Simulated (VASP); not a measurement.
# GeB2C2 (Pmm2) in VASP: a series of runs

One crystal, GeB2C2, is run at these levels: PBE; tasks: relaxation of cell and atoms.

All numbers are computed with VASP 6.6.1; they aren't measurements. Logs are shortened: lines on timing, memory, paths and dates and some standing lists are left out, and cuts for length are marked.

**1. The structure**

The structure is orthorhombic, space group Pmm2 (No. 25). The conventional cell has a = 2.720 Å, b = 4.400 Å, c = 4.710 Å, α = 90.00°, β = 90.00°, γ = 90.00°. Ge (site symmetry mm2) has 6 B at 2.70 Å and 6 C at 2.70 Å and 2 Ge at 2.72 Å as nearest neighbours. B (site symmetry mm2) has 3 C at 1.57 Å as nearest neighbours. B (site symmetry mm2) is surrounded by 3 C at 1.57 Å. Around C (site symmetry mm2) lie 3 B at 1.57 Å. C (site symmetry mm2) has 3 B at 1.57 Å as nearest neighbours.

The cell was built by a generator and needn't be a form met in nature.

**2. Relaxation of cell and atoms, PBE**

Input file INCAR:

```
PREC = Normal
ENCUT = 520
EDIFF = 1E-4
ISMEAR = 0
SIGMA = 0.15
LREAL = F
LASPH = T
NELM = 60
ALGO = Fast
ISIF = 3
LWAVE = F
LCHARG = F
GGA = PE
IBRION = 2
NSW = 24
EDIFFG = -0.08
KPAR = 2
```

Input file KPOINTS:

```
regular mesh
0
Gamma
  6 4 4
```

Input file POSCAR:

```
GeB2C2
1.0
    2.7200000000      0.0000000000      0.0000000000
    0.0000000000      4.4000000000      0.0000000000
    0.0000000000      0.0000000000      4.7100000000
Ge B C
1 2 2
Direct
    0.0000000000      0.0000000000      0.0000000000
    0.5000000000      0.5000000000      0.8330000000
    0.0000000000      0.5000000000      0.3330000000
    0.0000000000      0.5000000000      0.6670000000
    0.5000000000      0.5000000000      0.1670000000
```

Potentials or basis: VASP PAW PBE potentials, release 64 (Ge_d, B, C).

Launch:

```console
> cat potpaw_PBE.64/Ge_d/POTCAR potpaw_PBE.64/B/POTCAR potpaw_PBE.64/C/POTCAR > POTCAR
> mpirun -np 2 vasp_std > vasp.out
```

OUTCAR:

```text
PREC = Normal
   ENCUT = 520
   EDIFF = 1E-4
   ISMEAR = 0
   LREAL = F
   LASPH = T
   NELM = 60
   ISIF = 3
   GGA = PE
   IBRION = 2
   NSW = 24
   EDIFFG = -0.08

 ion  position               nearest neighbor table
   1  0.000  0.000  0.000-
   2  0.500  0.500  0.833-   4 1.57   4 1.57   5 1.57
   3  0.000  0.500  0.333-   5 1.57   5 1.57   4 1.57
   4  0.000  0.500  0.667-   2 1.57   2 1.57   3 1.57
   5  0.500  0.500  0.167-   3 1.57   3 1.57   2 1.57

  LATTYP: Found a simple orthorhombic cell.
 ALAT       =     2.7200000000
 B/A-ratio  =     1.6176470588
 C/A-ratio  =     1.7316176471

  Lattice vectors:

 A1 = (   2.7200000000,   0.0000000000,   0.0000000000)
 A2 = (   0.0000000000,   4.4000000000,   0.0000000000)
 A3 = (   0.0000000000,   0.0000000000,   4.7100000000)

Analysis of symmetry for initial positions (statically):
=====================================================================
 Subroutine PRICEL returns:
 Original cell was already a primitive cell.

 Routine SETGRP: Setting up the symmetry group for a
 simple orthorhombic supercell.

 Subroutine GETGRP returns: Found  4 space group operations
 (whereof  4 operations were pure point group operations)
 out of a pool of  8 trial point group operations.

The static configuration has the point symmetry C_2v.

Analysis of symmetry for dynamics (positions and initial velocities):
=====================================================================
 Subroutine PRICEL returns:
 Original cell was already a primitive cell.

 Routine SETGRP: Setting up the symmetry group for a
 simple orthorhombic supercell.

 Subroutine GETGRP returns: Found  4 space group operations
 (whereof  4 operations were pure point group operations)
 out of a pool of  8 trial point group operations.

The dynamic configuration has the point symmetry C_2v.

 Subroutine INISYM returns: Found  4 space group operations
 (whereof  4 operations are pure point group operations),
 and found     1 'primitive' translations

----------------------------------------------------------------------------------------

                                     Primitive cell

  volume of cell :      56.3693

  direct lattice vectors                    reciprocal lattice vectors
     2.720000000  0.000000000  0.000000000     0.367647059  0.000000000  0.000000000
     0.000000000  4.400000000  0.000000000     0.000000000  0.227272727  0.000000000
     0.000000000  0.000000000  4.710000000     0.000000000  0.000000000  0.212314225

  length of vectors
     2.720000000  4.400000000  4.710000000     0.367647059  0.227272727  0.212314225

  position of ions in fractional coordinates (direct lattice)
     0.000000000  0.000000000  0.000000000
     0.500000000  0.500000000  0.833000000
     0.000000000  0.500000000  0.333000000
     0.000000000  0.500000000  0.667000000
     0.500000000  0.500000000  0.167000000

  ion indices of the primitive-cell ions
   primitive index   ion index
                 1           1
                 2           2
                 3           3
                 4           4
                 5           5

----------------------------------------------------------------------------------------

 KPOINTS: regular mesh

Automatic generation of k-mesh.
 Grid dimensions read from file:
 generate k-points for:    6    4    4

 Generating k-lattice:

  Cartesian coordinates                     Fractional coordinates (reciprocal lattice)
     0.061274510  0.000000000  0.000000000     0.166666667  0.000000000  0.000000000
     0.000000000  0.056818182  0.000000000     0.000000000  0.250000000  0.000000000
     0.000000000  0.000000000  0.053078556     0.000000000  0.000000000  0.250000000

  Length of vectors
     0.061274510  0.056818182  0.053078556

  Shift w.r.t. Gamma in fractional coordinates (k-lattice)
     0.000000000  0.000000000  0.000000000

 Subroutine IBZKPT returns following result:
 ===========================================

 Found     36 irreducible k-points:

 Following reciprocal coordinates:
            Coordinates               Weight
  0.000000  0.000000  0.000000      1.000000
  0.166667  0.000000  0.000000      2.000000
  0.333333  0.000000  0.000000      2.000000
  0.500000  0.000000  0.000000      1.000000
  0.000000  0.250000  0.000000      2.000000
  0.166667  0.250000  0.000000      4.000000
[... 16 lines left out ...]
  0.333333  0.500000  0.250000      4.000000
  0.500000  0.500000  0.250000      2.000000
 [... further k-points ...]
   k-points           NKPTS =     36   k-points in BZ     NKDIM =     36   number of bands    NBANDS=     18
   number of dos      NEDOS =    301   number of ions     NIONS =      5
   total plane-waves  NPLWV =  12544
   dimension x,y,z NGX =    16 NGY =   28 NGZ =   28
   dimension x,y,z NGXF=    32 NGYF=   56 NGZF=   56
   ions per type =               1   2   2
   NGX,Y,Z   is equivalent  to a cutoff of   9.78, 10.58,  9.88 a.u.
   NGXF,Y,Z  is equivalent  to a cutoff of  19.56, 21.16, 19.77 a.u.
 SYSTEM =  unknown system
   PREC   = normal    normal or accurate (medium, high low for compatibility)
   ISTART =      0    job   : 0-new  1-cont  2-samecut
   ICHARG =      2    charge: 1-file 2-atom 10-const
   ISPIN  =      1    spin polarized calculation?
   LNONCOLLINEAR =      F non collinear calculations
   LSORBIT =      F    spin-orbit coupling
   LASPH  =      T    aspherical Exc in radial PAW
   ENCUT  =  520.0 eV  38.22 Ry    6.18 a.u.   5.06  8.18  8.76*2*pi/ulx,y,z
   NELM   =     60;   NELMIN=  2; NELMDL= -5     # of ELM steps
   EDIFF  = 0.1E-03   stopping-criterion for ELM
   LREAL  =      F    real-space projection
   EDIFFG = -.8E-01   stopping-criterion for IOM
   NSW    =     24    number of steps for IOM
   IBRION =      2    ionic relax: 0-MD 1-quasi-New 2-CG
   NFREE  =      1    steps in history (QN), initial steepest desc. (CG)
   ISIF   =      3    stress and relaxation
   ISYM   =      2    0-nonsym 1-usesym 2-fastsym
   POTIM  = 0.5000    time-step for ionic-motion
   TEBEG  =    0.0;   TEEND  =   0.0 temperature during run
   PSTRESS=    0.0 pullay stress
   NELECT =      28.0000    total number of electrons
   NUPDOWN=      -1.0000    fix difference up-down
   EMIN   =  10.00;   EMAX   =-10.00  energy-range for DOS
   EFERMI =   0.00;   METHOD = LEGACY
   ISMEAR =     0;   SIGMA  =   0.15  broadening in eV -4-tet -1-fermi 0-gaus
   EFERMI_NEDOS =   21; number of points for ismear=-14 and -15
   IALGO  =     68    algorithm
   IMIX   =      4    mixing-type and parameters
     AMIX     =   0.40;   BMIX     =  1.00
     AMIX_MAG =   1.60;   BMIX_MAG =  1.00
  volume/ion in A,a.u.               =      11.27        76.08
  Fermi-wavevector in a.u.,A,eV,Ry     =   1.296522  2.450072 22.870989  1.680970
  Thomas-Fermi vector in A             =   2.427973
   LORBIT       =      0    0 simple, 1 ext, 2 COOP (PROOUT), +10 PAW based schemes
   GGA     = PE    functional components
   LHFCALC =     F    Hartree Fock is set to
   AEXX    =    0.0000 exact exchange contribution
   IVDW    =     0    specifies the selected vdW correction
   LEPSILON=     F    determine dielectric tensor
   LRPA    =     F    only Hartree local field effects (RPA)
 conjugate gradient relaxation of ions
 non-spin polarized calculation
 RMM-DIIS sequential band-by-band and
 Gauss-broadening in eV      SIGMA  =   0.15
  energy-cutoff  :      520.00
  volume of cell :       56.37
 maximum number of plane-waves:      1536
   NGX = 11   NGY = 17   NGZ = 17

--------------------------------------- Ionic step        1  -------------------------------------------

 number of electron      27.9999947 magnetization

 Free energy of the ion-electron system (eV)
  ---------------------------------------------------
  ext. energy  EPLUGINS =         0.00000000
  ---------------------------------------------------
  free energy    TOTEN  =       -34.51434132 eV

  energy without entropy =      -34.49249937  energy(sigma->0) =      -34.50342035

------------------------ aborting loop because EDIFF is reached ----------------------------------------

  FORCE on cell =-STRESS in cart. coord.  units (eV):
  Direction    XX          YY          ZZ          XY          YZ          ZX
  --------------------------------------------------------------------------------------
  -------------------------------------------------------------------------------------
  Total        2.1600016     -1.7117120     -0.3770486      0.0000000      0.0000000      0.0000000
  in kB       61.3934680    -48.6517855    -10.7168086      0.0000000      0.0000000      0.0000000
  external PRESSURE =       0.6749580 kB  Pullay stress =       0.0000000 kB
[... 98 lines left out ...]
  FREE ENERGIE OF THE ION-ELECTRON SYSTEM (eV)
  ---------------------------------------------------
  free  energy   TOTEN  =       -34.5771834859 eV

  energy  without entropy=      -34.5603985025  energy(sigma->0) =      -34.56879099

[... ionic steps 4 to 14 ...]

--------------------------------------- Ionic step       15  -------------------------------------------

 number of electron      28.0000015 magnetization

------------------------ aborting loop because EDIFF is reached ----------------------------------------

  FORCE on cell =-STRESS in cart. coord.  units (eV):
  Direction    XX          YY          ZZ          XY          YZ          ZX
  --------------------------------------------------------------------------------------
  -------------------------------------------------------------------------------------
  Total        0.0494909     -0.1624360     -0.0511497      0.0000000      0.0000000      0.0000000
  in kB        1.4771302     -4.8481502     -1.5266403      0.0000000      0.0000000      0.0000000
  external PRESSURE =      -1.6325534 kB  Pullay stress =       0.0000000 kB
[... 63 lines left out ...]
  energy  without entropy=      -34.6239390141  energy(sigma->0) =      -34.63150580

--------------------------------------- Ionic step       17  -------------------------------------------

 number of electron      27.9999998 magnetization

 Free energy of the ion-electron system (eV)
  ---------------------------------------------------
  ext. energy  EPLUGINS =         0.00000000
  ---------------------------------------------------
  free energy    TOTEN  =       -34.64056062 eV

  energy without entropy =      -34.62520612  energy(sigma->0) =      -34.63288337

 E-fermi :   5.0196     XC(G=0): -10.7228

 val. band max:        4.9538037255   @ k =   0.0000   0.5000   0.0000
 cond. band min:       5.0509079000   @ k =   0.3333   0.0000   0.0000
 fundamental gap:      0.0971041745
 Fermi energy:         5.0196050352

 k-point     1 :       0.0000    0.0000    0.0000
  band No.  band energies     occupation
      1     -20.0608      2.00000
      2     -19.9828      2.00000
      3     -19.9790      2.00000
      4     -19.9415      2.00000
      5     -19.9193      2.00000
      6     -10.4206      2.00000
[... 10 lines left out ...]
     17      10.8673      0.00000
     18      11.6077      0.00000
[... 466 lines left out ...]
      2     -19.9820      2.00000
      3     -19.9736      2.00000
      4     -19.9715      2.00000
      5     -19.8786      2.00000
      6      -6.3061      2.00000
[... 10 lines left out ...]
     17       9.8224      0.00000
     18      10.6183      0.00000

 [... further k-points ...]

------------------------ aborting loop because EDIFF is reached ----------------------------------------

  FORCE on cell =-STRESS in cart. coord.  units (eV):
  Direction    XX          YY          ZZ          XY          YZ          ZX
  --------------------------------------------------------------------------------------
  -------------------------------------------------------------------------------------
  Total        0.2211399      0.0519619      0.0117050      0.0000000      0.0000000      0.0000000
  in kB        6.6196278      1.5554348      0.3503782      0.0000000      0.0000000      0.0000000
  external PRESSURE =       2.8418136 kB  Pullay stress =       0.0000000 kB
[... 20 lines left out ...]
  FREE ENERGIE OF THE ION-ELECTRON SYSTEM (eV)
  ---------------------------------------------------
  free  energy   TOTEN  =       -34.6405606174 eV

  energy  without entropy=      -34.6252061248  energy(sigma->0) =      -34.63288337

 reached required accuracy - stopping structural energy minimisation
```

Run time: 88 s. Hardware: 2 MPI ranks of Intel Xeon Platinum 8559C (Emerald Rapids), shared host; peak memory 0.16 GiB.

Results:

- Free energy: -34.6406 eV
- Relaxed volume: 10.70 Å³/atom
- Relaxed cell: a = 2.770 Å, b = 4.122 Å, c = 4.689 Å, α = 90.00°, β = 90.00°, γ = 90.00°
- Space group after relaxing (to 0.05 Å): Pmm2 (No. 25)
- Energy gained by relaxing: 25.2 meV/atom
- Ionic steps: 17
- Pressure after relaxing: 0.3 GPa
- Largest force after relaxing: 0.057 eV/Å
- Band gap on the k mesh: none (metal or under the smearing width)

Forces in eV/Å, atoms in the order of the input:
```
Ge   0.000  0.000 -0.037
B    0.000  0.000  0.057
B    0.000  0.000 -0.012
C    0.000  0.000  0.001
C    0.000  0.000 -0.008
```

The path:
```csv
step,energy change (eV),largest force (eV/Å),pressure (GPa),volume (Å³)
1,0.0000,0.7853,0.07,56.37
2,-0.0625,0.6370,-3.15,56.39
3,-0.0628,0.5771,-3.16,56.39
4,-0.0933,0.9047,-1.49,54.63
5,-0.0942,0.8353,-1.85,54.87
6,-0.1117,0.2659,2.38,52.90
7,-0.1153,0.2013,1.16,53.53
8,-0.1231,0.1165,-0.69,53.82
9,-0.1232,0.1265,-0.44,53.84
10,-0.1232,0.1189,-1.06,53.88
11,-0.1233,0.1326,-0.66,53.86
12,-0.1233,0.1344,-0.53,53.85
13,-0.1247,0.1147,0.26,53.67
14,-0.1247,0.1192,-0.07,53.69
15,-0.1247,0.1135,-0.16,53.68
16,-0.1247,0.1296,-0.12,53.68
17,-0.1262,0.0573,0.28,53.52
```

Final structure:
```cif
data_structure
_symmetry_space_group_name_H-M 'P 1'
_symmetry_Int_Tables_number 1
_cell_length_a 2.7696
_cell_length_b 4.1217
_cell_length_c 4.6887
_cell_angle_alpha 90.000
_cell_angle_beta 90.000
_cell_angle_gamma 90.000
_cell_volume 53.52
loop_
_atom_site_label
_atom_site_type_symbol
_atom_site_fract_x
_atom_site_fract_y
_atom_site_fract_z
_atom_site_occupancy
Ge1 Ge 0.00000 0.00000 0.98514 1
B1 B 0.50000 0.50000 0.83143 1
B2 B 0.00000 0.50000 0.33901 1
C1 C 0.00000 0.50000 0.67294 1
C2 C 0.50000 0.50000 0.17147 1
```

Levels at points of the mesh, in eV from the Fermi level:
| k point | band 12 | band 13 | band 14 | band 15 | band 16 | band 17 |
| --- | --- | --- | --- | --- | --- | --- |
| (0.00, 0.00, 0.00) | -1.02 | -0.50 | -0.10 | 0.98 | 2.14 | 5.85 |
| (0.50, 0.00, 0.00) | -2.70 | -2.14 | -1.81 | -1.24 | 3.47 | 3.59 |
| (0.00, 0.50, 0.00) | -1.41 | -0.48 | -0.07 | 2.94 | 3.84 | 5.81 |
| (0.50, 0.50, 0.00) | -5.18 | -5.03 | -0.23 | 1.49 | 1.71 | 4.80 |
| (0.00, 0.00, 0.50) | -3.28 | -2.45 | -2.04 | -0.11 | 6.37 | 6.94 |
| (0.50, 0.00, 0.50) | -2.90 | -1.61 | -1.26 | -1.24 | 0.47 | 2.84 |
| (0.00, 0.50, 0.50) | -2.30 | -2.01 | 1.02 | 3.97 | 4.00 | 6.15 |
| (0.50, 0.50, 0.50) | -2.91 | -2.77 | -2.46 | 0.74 | 4.82 | 5.11 |

Caveat: the k mesh is coarse (spacing up to 0.38 Å⁻¹), so the values aren't converged; the relaxation stopped at a loose force limit of 0.08 eV/Å, so its end isn't a converged minimum.

**3. Relaxation of cell and atoms, PBE**

This run uses another cell than the first one, of 11.73 Å³/atom, 1.041 times its volume.

INCAR is that of step 2.

Input file KPOINTS:

```
regular mesh
0
Gamma
  4 4 5
```

Input file POSCAR:

```
GeB2C2
1.0
    3.9849086300      0.0000000000      0.0000000000
    0.0000000000      3.9849086300      0.0000000000
    0.0000000000      0.0000000000      3.6946514700
Ge B C
1 2 2
Direct
    0.5000000000      0.5000000000      0.0000000000
    0.0000000000      0.0000000000      0.0000000000
    0.0000000000      0.0000000000      0.5000000000
    0.0000000000      0.5000000000      0.5000000000
    0.5000000000      0.0000000000      0.5000000000
```

Potentials or basis: VASP PAW PBE potentials, release 64 (Ge_d, B, C).

Launch:

```console
> cat potpaw_PBE.64/Ge_d/POTCAR potpaw_PBE.64/B/POTCAR potpaw_PBE.64/C/POTCAR > POTCAR
> mpirun -np 2 vasp_std > vasp.out
```

Run time: 32 s. Hardware: 2 MPI ranks of Intel Xeon Platinum 8559C (Emerald Rapids), shared host; peak memory 0.13 GiB.

It converged, with:

```yaml
Free_energy: -26.1409 eV
Relaxed_volume: 9.48 Å³/atom
Relaxed_cell: a = 3.858 Å, b = 3.858 Å, c = 3.183 Å, α = 90.00°, β = 90.00°, γ = 90.00°
Space_group_after_relaxing_to_0.05_Å: P4/mmm (No. 123)
Energy_gained_by_relaxing: 275.2 meV/atom
Ionic_steps: 6
Pressure_after_relaxing: 0.5 GPa
Band_gap_on_the_k_mesh: none (metal or under the smearing width)
```

Stress tensor (GPa, compression positive):
```
 0.88  0.00  0.00
 0.00  0.88  0.00
 0.00  0.00 -0.25
```

Step by step:
| step | energy change (eV) | largest force (eV/Å) | pressure (GPa) | volume (Å³) |
| --- | --- | --- | --- | --- |
| 1 | 0.0000 | 0.0000 | -21.73 | 58.67 |
| 2 | -1.2656 | 0.0000 | 1.21 | 46.11 |
| 3 | -1.2684 | 0.0000 | 2.60 | 45.73 |
| 4 | -1.3597 | 0.0000 | 4.44 | 45.79 |
| 5 | -1.3605 | 0.0000 | 4.16 | 45.79 |
| 6 | -1.3761 | 0.0000 | 0.50 | 47.39 |

Final structure:
```cif
data_structure
_symmetry_space_group_name_H-M 'P 1'
_symmetry_Int_Tables_number 1
_cell_length_a 3.8584
_cell_length_b 3.8584
_cell_length_c 3.1830
_cell_angle_alpha 90.000
_cell_angle_beta 90.000
_cell_angle_gamma 90.000
_cell_volume 47.39
loop_
_atom_site_label
_atom_site_type_symbol
_atom_site_fract_x
_atom_site_fract_y
_atom_site_fract_z
_atom_site_occupancy
Ge1 Ge 0.50000 0.50000 0.00000 1
B1 B 0.00000 0.00000 0.00000 1
B2 B 0.00000 0.00000 0.50000 1
C1 C 0.00000 0.50000 0.50000 1
C2 C 0.50000 0.00000 0.50000 1
```

Levels at points of the mesh, in eV from the Fermi level:
```tsv
k point	band 10	band 11	band 12	band 13	band 14	band 15	band 16	band 17	band 18
(0.00, 0.00, 0.00)	-6.25	-5.53	-2.66	-0.78	-0.78	0.65	1.21	4.19	4.20
(0.50, 0.00, 0.00)	-5.40	-4.83	-3.37	-0.87	0.76	1.40	1.48	1.93	3.12
(0.50, 0.50, 0.00)	-4.28	-0.01	-0.01	1.31	1.46	1.48	1.48	2.07	2.52
```

Caveat: the k mesh is coarse (spacing up to 0.39 Å⁻¹), so the values aren't converged; the volume moved by over 15 % at a fixed basis, so the end points are rough; the relaxation stopped at a loose force limit of 0.08 eV/Å, so its end isn't a converged minimum.
